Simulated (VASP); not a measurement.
Calculation: PBE GGA, VASP's PBE PAW potentials (set 64) (plane waves; VASP).

Input for VASP

**POSCAR**
```
HfO2
1.0
  0.0000000000   2.4786200314   2.4786200314
  2.4786200314   0.0000000000   2.4786200314
  2.4786200314   2.4786200314   0.0000000000
Hf O
1 2
Direct
  0.0000000000   0.0000000000   0.0000000000
  0.2500000000   0.2500000000   0.2500000000
  0.7500000000   0.7500000000   0.7500000000
```

### INCAR
```
! general
SYSTEM =HfO2
PREC   =Accurate
ENCUT  =620
LREAL  =F
LASPH  =T

! electronic loop
EDIFF  =1E-6
NELM   =100
ALGO   =Normal
LMAXMIX=6

! smearing
ISMEAR =0
SIGMA  =0.05

! functional
GGA    =PE

! ions
IBRION =2
NSW    =40
ISIF   =3
EDIFFG =-0.02
PSTRESS=200

! output
LWAVE  =F
LCHARG =F
```

File KPOINTS:
```
K-points
0
G
 8 8 8
0 0 0
```

POTCAR, in this order: Hf_pv O (PBE.64 set). Program: vasp_std.

What VASP printed:

### OSZICAR
```
       N       E                     dE             d eps       ncg     rms          rms(c)
DAV:   1     0.117714576937E+03    0.11771E+03   -0.14363E+04   870   0.168E+03
DAV:   2    -0.318420694471E+02   -0.14956E+03   -0.14681E+03  1102   0.355E+02
DAV:   3    -0.357728192791E+02   -0.39307E+01   -0.39278E+01  1087   0.571E+01
DAV:   4    -0.357930677117E+02   -0.20248E-01   -0.20246E-01  1150   0.439E+00
DAV:   5    -0.357932197636E+02   -0.15205E-03   -0.15205E-03  1017   0.347E-01    0.558E+01
DAV:   6    -0.302212769046E+02    0.55719E+01   -0.28227E+01   961   0.395E+01    0.477E+01
DAV:   7    -0.301484120467E+02    0.72865E-01   -0.69470E-01  1073   0.796E+00    0.304E+01
DAV:   8    -0.301317860656E+02    0.16626E-01   -0.14695E-01  1115   0.427E+00    0.544E+00
DAV:   9    -0.301241183828E+02    0.76677E-02   -0.32474E-02  1080   0.161E+00    0.165E+00
DAV:  10    -0.301241416854E+02   -0.23303E-04   -0.39293E-03  1059   0.512E-01    0.276E-01
DAV:  11    -0.301241210149E+02    0.20670E-04   -0.26714E-04   982   0.145E-01    0.204E-01
DAV:  12    -0.301241282148E+02   -0.71999E-05   -0.42623E-05  1158   0.504E-02    0.453E-02
DAV:  13    -0.301241291224E+02   -0.90763E-06   -0.19551E-06   999   0.118E-02
   1 F= -.26322417E+02 E0= -.26322417E+02  d E =-.263224E+02
```

OUTCAR:
```
------------------------ aborting loop because EDIFF is reached ----------------------------------------
  FORCE on cell =-STRESS in cart. coord.  units (eV):
  Direction    XX          YY          ZZ          XY          YZ          ZX
  --------------------------------------------------------------------------------------
  Total        3.7648381      3.7648381      3.7648381      0.0000000      0.0000000      0.0000000
  in kB      198.0601171    198.0601171    198.0601171      0.0000000      0.0000000      0.0000000
  external PRESSURE =      -1.9398829 kB  Pullay stress =     200.0000000 kB
  volume of cell :       30.46
      direct lattice vectors                 reciprocal lattice vectors
     0.000000000  2.478620031  2.478620031    -0.201725151  0.201725151  0.201725151
     2.478620031  0.000000000  2.478620031     0.201725151 -0.201725151  0.201725151
     2.478620031  2.478620031  0.000000000     0.201725151  0.201725151 -0.201725151
 POSITION                                       TOTAL-FORCE (eV/Angst)
 -----------------------------------------------------------------------------------
      0.00000      0.00000      0.00000        -0.000000     -0.000000     -0.000000
      1.23931      1.23931      1.23931        -0.000000     -0.000000      0.000000
      3.71793      3.71793      3.71793         0.000000      0.000000     -0.000000
 -----------------------------------------------------------------------------------
    total drift:                                0.000000      0.000000      0.000000
  FREE ENERGIE OF THE ION-ELECTRON SYSTEM (eV)
  ---------------------------------------------------
  free  energy   TOTEN  =       -30.1241291224 eV

  energy  without entropy=      -30.1241291224  energy(sigma->0) =      -30.12412912
  enthalpy is  TOTEN    =       -26.3224165895 eV   P V=        3.8017125330

 reached required accuracy - stopping structural energy minimisation
```
(Selected blocks of OUTCAR.)

The compound is HfO2 in the fluorite structure, the high-temperature cubic form, which is unstable at 0 K; the monoclinic form is the stable one. It was relaxed first under an external pressure of 20 GPa.
